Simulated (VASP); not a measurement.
The input files of a VASP run:

**KPOINTS**
```
Automatic mesh
0
G
 5 5 7
```

### INCAR
```
# general
SYSTEM =ZnF2
PREC   =Accurate
ENCUT  =400
LREAL  =.FALSE.   # projection in real space or not
LASPH  =.TRUE.

# electronic loop
EDIFF  =1E-6
NELM   =100
ALGO   =Normal
LMAXMIX=4   # l cut-off of mixed one-centre charges

# smearing
ISMEAR =-1   # Fermi-Dirac
SIGMA  =0.01   # width (eV)

# functional
GGA    =PS   # PBEsol

# ions
ISIF   =2   # forces and stress, cell fixed

# output
LWAVE  =.FALSE.
LCHARG =.FALSE.
```

**POSCAR**
```
ZnF2
1
    4.7000000000     0.0000000000     0.0000000000
    0.0000000000     4.7000000000     0.0000000000
    0.0000000000     0.0000000000     3.1300000000
Zn F
2 4
Direct
  0.0000000000   0.0000000000   0.0000000000
  0.5000000000   0.5000000000   0.5000000000
  0.3030000000   0.3030000000   0.0000000000
  0.8030000000   0.1970000000   0.5000000000
  0.1970000000   0.8030000000   0.5000000000
  0.6970000000   0.6970000000   0.0000000000
```

POTCAR, in this order: Zn F (PBE.64 set). Program: vasp_std.

**Question.** Write an equivalent input for Quantum ESPRESSO's pw.x.

**Answer.** One equivalent input (not run):
```
&CONTROL
  calculation = 'scf'
  pseudo_dir = './pseudo'
  outdir = './out'
  tprnfor = .true.
  tstress = .true.
/
&SYSTEM
  ibrav = 0
  nat = 6
  ntyp = 2
  ecutwfc = 84
  occupations = 'smearing'
  smearing = 'fermi-dirac'
  degauss = 0.000735
  input_dft = 'pbesol'
/
&ELECTRONS
  conv_thr = 7.3e-08
  electron_maxstep = 100
/
ATOMIC_SPECIES
  Zn 65.380 Zn.upf
  F 18.998 F.upf
CELL_PARAMETERS angstrom
     4.7000000    0.0000000    0.0000000
     0.0000000    4.7000000    0.0000000
     0.0000000    0.0000000    3.1300000
ATOMIC_POSITIONS crystal
  Zn   0.0000000  0.0000000  0.0000000
  Zn   0.5000000  0.5000000  0.5000000
  F    0.3030000  0.3030000  0.0000000
  F    0.8030000  0.1970000  0.5000000
  F    0.1970000  0.8030000  0.5000000
  F    0.6970000  0.6970000  0.0000000
K_POINTS automatic
  5 5 7 0 0 0
```
What does not carry over: the potentials are each code's own (VASP's PAW set, PseudoDojo norm-conserving files in pw.x), so ENCUT and ecutwfc are chosen apart and not converted; conv_thr bounds pw.x's estimated SCF error, while EDIFF bounds the energy change between steps.

The structure is a typed ZnF2 crystal (P4_2/mnm). The cell was not relaxed at this level. The run is one of a series of settings (GGA = PS against the base run), some of them coarse on purpose.
